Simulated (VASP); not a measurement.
# Sc: input slips in a relaxation and what they do, part 2 of 2

Some relaxations of Sc get a fault in the input on purpose. Which of them show, and how? The starting structure is a measured crystal structure from the Crystallography Open Database.

VASP 6.6.1.

Results so far: reference 23.59 Å³ an atom.

### 5. Relaxation with the cell held fixed (ISIF = 2) (continued)

Level of this step: PBEsol; plane waves and PAW (Sc_sv) (VASP).

From OUTCAR (step 5):

```text
  Total       -0.7175525     -0.7175525     -1.2993637      0.0000000      0.0000000      0.0000000
  in kB      -22.9909880    -22.9909880    -41.6327089      0.0000000      0.0000000      0.0000000
  external PRESSURE =     -29.2048950 kB  Pullay stress =       0.0000000 kB

 POSITION                                       TOTAL-FORCE (eV/Angst)
 -----------------------------------------------------------------------------------
      1.65450      0.95523      3.95498        -0.000000      0.000000      0.000000
     -0.00000      1.91045      1.31832         0.000000     -0.000000      0.000000
 -----------------------------------------------------------------------------------
    total drift:                               -0.000000      0.000000     -0.000000

  FREE ENERGIE OF THE ION-ELECTRON SYSTEM (eV)
  ---------------------------------------------------
  free  energy   TOTEN  =       -13.1774958471 eV

  energy  without entropy=      -13.1760132038  energy(sigma->0) =      -13.17700163

[... 2 parts as in an earlier step ...]

[... 2 further parts left out ...]
[key lines of the parts left out:]
E-fermi :   3.4940
```

With the cell held fixed (ISIF = 2) the cell ends at 25.002 Å³ an atom, +5.97 % from the reference, a by +0.8 % and c by +4.2 %.

### 6. Relaxation with too few electronic steps

A slip made on purpose: too few electronic steps. Against step 2 the input has NELM = 4 (also changed: NSW).

Contents of INCAR:

```
SYSTEM = Sc
PREC = Accurate
ENCUT = 450
EDIFF = 1E-06
NELM = 4
ISMEAR = 1
SIGMA = 0.1
LREAL = .FALSE.
ALGO = Normal
GGA = PS
NBANDS = 17
LORBIT = 11
LWAVE = .FALSE.
LCHARG = .FALSE.
KPAR = 2
IBRION = 2
NSW = 30
ISIF = 3
EDIFFG = -0.01
```

Contents of POSCAR:

```
Sc
1.0
    3.3090000000      0.0000000000      0.0000000000
   -1.6545000000      2.8656780611      0.0000000000
    0.0000000000      0.0000000000      5.2733000000
Sc
2
Direct
    0.6666666667      0.3333333333      0.7500000000
    0.3333333333      0.6666666667      0.2500000000
```

Contents of KPOINTS:

```
Automatic mesh
0
Gamma
10 10 6
0 0 0
```

Potentials, in the order of the species: Sc_sv (PBE family, release 64).

The run is started by

```console
mpirun -np 2 vasp_std
```

Output:

```text
[... set-up lines as in an earlier step ...]
 entering main loop
       N       E                     dE             d eps       ncg     rms          rms(c)
[... 4 cycles as in an earlier step ...]
 -----------------------------------------------------------------------------
|                                                                             |
|           W    W    AA    RRRRR   N    N  II  N    N   GGGG   !!!           |
|           W    W   A  A   R    R  NN   N  II  NN   N  G    G  !!!           |
|           W    W  A    A  R    R  N N  N  II  N N  N  G       !!!           |
|           W WW W  AAAAAA  RRRRR   N  N N  II  N  N N  G  GGG   !            |
|           WW  WW  A    A  R   R   N   NN  II  N   NN  G    G                |
|           W    W  A    A  R    R  N    N  II  N    N   GGGG   !!!           |
|                                                                             |
|     The electronic self-consistency was not achieved in the given           |
|     number of steps (NELM). The forces and other quantities evaluated       |
[...]
|     E        R   R    R   R    O     O  R   R                               |
|     E        R    R   R    R   O     O  R    R      ###     ###     ###     |
|     EEEEEEE  R     R  R     R  OOOOOOO  R     R     ###     ###     ###     |
|                                                                             |
|     Orbital orthonormalization failed in the inversion of matrix            |
|     LAPACK: Routine ZPOTRF failed! kpoint: 1 spin: 1                        |
|                                                                             |
|     Possible solutions for this issue are:                                  |
|     - Please check whether the atoms are too close to each other.           |
|     - Decreasing POTIM might help during relaxations or MDs.                |
|     - Deleting CHGCAR or WAVECAR if incompatible with the structure.        |
|     - Try calculating without symmetrizing (ISYM = 0 or ISYM = -1).         |
|     - As last resort: using a different PAW for some of the atoms.          |
|                                                                             |
|       ---->  I REFUSE TO CONTINUE WITH THIS SICK JOB ... BYE!!! <----       |
|                                                                             |
 -----------------------------------------------------------------------------

1
1
```

The job ended after 8.4 s (2 MPI ranks of Intel Xeon 6975P-C (Granite Rapids), shared host).

VASP stopped with this message: “Orbital orthonormalization failed in the inversion of matrix LAPACK: Routine ZPOTRF failed! kpoint: 1 spin: 1”.

### 7. The runs compared

```
                                          run            ended  volume (Å³/atom)  change (%)  pressure left (GPa)  core minutes
                                    reference        converged            23.594           -                -0.03          2.25
a functional's name that the tag doesn't take  stopped by VASP                 -           -                    -         0.107
                          too few ionic steps    not converged                 -           -                    -         0.733
               the cell held fixed (ISIF = 2)        converged            25.002        5.97                -2.92         0.573
                     too few electronic steps  stopped by VASP                 -           -                    -          0.28
```

Core minutes are wall time times ranks, summed over the relaxations behind a row (those for a bulk modulus apart), on shared hosts.

### 8. Results

| Quantity | Value |
| --- | --- |
| volume of the reference | 23.59 Å³/atom |
| volume against the reference, the cell held fixed (ISIF = 2) | +5.97 % |
| run with a functional's name that the tag doesn't take | stopped by VASP |
| run with too few ionic steps | not converged |
| run with too few electronic steps | stopped by VASP |

What this shows: VASP stopped by itself in the runs with a functional's name that the tag doesn't take and too few electronic steps. The run with too few ionic steps didn't converge. Finished, but with signs in the output that stand out against the reference: the cell held fixed (ISIF = 2), with the volume kept at the input's, +6.0 % from the reference, a by +0.8 % and c by +4.2 % (signs: a stress of up to 4.2 GPa). The reference was restarted once and the runs with a slip weren't, so their cells may not have settled fully. Further runs on this material are not shown.

[Lines on the potential files, build, host, timing and source positions are cut from VASP's logs without a mark.]

[Logs are printed without paths, hosts, clocks, repeated set-up lines and the standing remarks that a program may print on its own settings, such as how far it seeks lower states.]

[Hosts, paths, dates, database ids (printed as entryN), source tags and the programs' standing remarks are cut or masked in the printed files.]
